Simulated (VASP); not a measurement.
Crystal: ZrTaO4.

```
Zr Ta O
1.0
     3.43711    0.00000    0.00000
     0.00000    3.43711    0.00000
     0.00000    0.00000    4.94636
Zr Ta O
1 1 4
Direct
  0.00000 0.00000 0.00000
  0.50000 0.50000 0.50000
  0.50000 0.00000 0.73275
  0.00000 0.50000 0.26725
  0.50000 0.00000 0.26725
  0.00000 0.50000 0.73275
```

The cell was built by a generator and needn't be a form met in nature.

| Quantity | Value |
| --- | --- |
| Program | VASP 6.6.1 |
| Task | relaxation of cell and atoms |
| Functional | PBE |
| Potentials or basis | VASP PAW PBE potentials, release 64 (Zr_sv, Ta_pv, O) |
| Cutoff | 520 eV |
| k mesh | 4 × 4 × 3 |
| Occupations | gaussian, width 0.15 eV |
| Spin | no spin polarisation |

At the start: pressure 34.7 GPa; volume 9.74 Å³/atom.

How do energy, volume and symmetry change on relaxing?

Over 7 steps the energy falls by 121.6 meV/atom and the volume is 10.79 Å³/atom (+10.8 %); space group P4/mmm (No. 123, to 0.05 Å).

The path:
```csv
step,energy change (eV),largest force (eV/Å),pressure (GPa),volume (Å³)
1,0.0000,0.8636,34.75,58.43
2,0.9259,0.0562,-34.32,78.16
3,-0.6951,0.3268,-2.45,65.52
4,-0.6973,0.3432,-1.38,65.19
5,-0.6974,0.3524,-0.75,65.05
6,-0.7288,0.1220,0.03,64.78
7,-0.7296,0.0740,0.16,64.73
```

Final structure:
```
Zr Ta O
1.0
     3.59636    0.00000    0.00000
     0.00000    3.59636    0.00000
     0.00000    0.00000    5.00467
Zr Ta O
1 1 4
Direct
  0.00000 0.00000 0.00000
  0.50000 0.50000 0.50000
  0.50000 0.00000 0.73967
  0.00000 0.50000 0.26033
  0.50000 0.00000 0.26033
  0.00000 0.50000 0.73967
```

Caveat: the k mesh is coarse (spacing up to 0.46 Å⁻¹), so the values aren't converged; an odd number of electrons without spin polarisation forces a metal; a magnetic or distorted state may lie lower.
